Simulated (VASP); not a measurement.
The system is TaTl.

```
Ta Tl
1.0
     3.62212    0.00000    0.00000
     0.00000    3.62212    0.00000
     0.00000    0.00000    3.62212
Ta Tl
1 1
Direct
  0.00000 0.00000 0.00000
  0.50000 0.50000 0.50000
```

The cell was built by a generator and needn't be a form met in nature.

Program: VASP 6.6.1. Alike in all runs: potentials or basis VASP PAW PBE potentials, release 64 (Ta_pv, Tl_d); no spin polarisation; cell as given; k mesh 7 × 7 × 7; cutoff (eV) 520. Hardware: 1 thread of Intel(R) Xeon(R) 6975P-C (Granite Rapids), on a shared host.

**Question.** Order these runs on this cell by their wall time, lowest first.
A. task atomic charges; level optPBE-vdW; smearing tetrahedron; other keys ADDGRID = yes; ISMEAR = -5; SIGMA = 0.2
B. task optical spectrum; level SCAN; smearing gaussian 0.05 eV
C. task single point; level PBE; smearing fermi-dirac 0.05 eV

**Answer.** C (7.9 s), A (24 s), B (100 s).

Caveats: spectra need much finer meshes, so this one isn't converged (some runs); independent-particle spectra lack excitons (some runs); the intraband (Drude) part of a metal's response may be missing (some runs).
